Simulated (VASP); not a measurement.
Here is the system:

```xyz
10
Lattice="2.8402 0.0000 0.0000 0.0000 4.0167 0.0000 0.0000 0.0000 24.8345" Properties=species:S:1:pos:R:3 pbc="T T T"
Ga     1.4201     0.0000     8.4006
Ga     1.4201     2.0083    10.4089
Ga     1.4201     0.0000    12.4172
Ga     1.4201     2.0083    14.4256
Ga     1.4201     0.0000    16.4339
Co     0.0000     2.0083     8.4006
Co     0.0000     0.0000    10.4089
Co     0.0000     2.0083    12.4172
Co     0.0000     0.0000    14.4256
Co     0.0000     2.0083    16.4339
```

The numbers are results of PBEsol GGA, VASP's PBE PAW potentials (set 64) (plane waves; VASP 6.6.1), not measurements. Settings: PREC = Normal, EDIFF = 1E-5, 400 eV cut-off, 10×7×1 Γ-centred mesh, first-order Methfessel-Paxton smearing of 0.10 eV, potentials Ga_d Co.

Task: The ions are relaxed. Give the cell that the relaxation ends in.

Result: 
```xyz
10
Lattice="2.8402 0.0000 0.0000 0.0000 4.0167 0.0000 0.0000 0.0000 24.8345" Properties=species:S:1:pos:R:3 pbc="T T T"
Ga     1.4201     0.0000     8.2222
Ga     1.4201     2.0083    10.4160
Ga     1.4201     0.0000    12.4172
Ga     1.4201     2.0083    14.4185
Ga     1.4201     4.0167    16.6123
Co     0.0000     2.0083     8.5207
Co     0.0000     4.0167    10.4357
Co     0.0000     2.0083    12.4172
Co     0.0000     0.0000    14.3988
Co     0.0000     2.0083    16.3138
```

Task: How much energy does the relaxation gain?

Result: The energy (σ→0) changes by -30.6 meV/atom, in 10 ionic steps.

| step | E(σ→0) (eV) | max force (eV/Å) | pressure (GPa) | volume (Å³) |
|---|---|---|---|---|
| 1 | -56.1300 | 1.013 | -2.10 | 283.32 |
| 2 | -56.3052 | 0.676 | -2.17 | 283.32 |
| 3 | -56.3830 | 0.577 | -2.15 | 283.32 |
| 4 | -56.4213 | 0.215 | -2.21 | 283.32 |
| 5 | -56.4296 | 0.209 | -2.41 | 283.32 |
| 6 | -56.4296 | 0.208 | -2.47 | 283.32 |
| 7 | -56.4345 | 0.095 | -2.52 | 283.32 |
| 8 | -56.4354 | 0.058 | -2.55 | 283.32 |
| 9 | -56.4354 | 0.062 | -2.56 | 283.32 |
| 10 | -56.4358 | 0.027 | -2.60 | 283.32 |

The cell is a thin slab with vacuum, built from CoGa (CsCl type): (110) face. The run is not spin-polarised, so no magnetic state was tried.
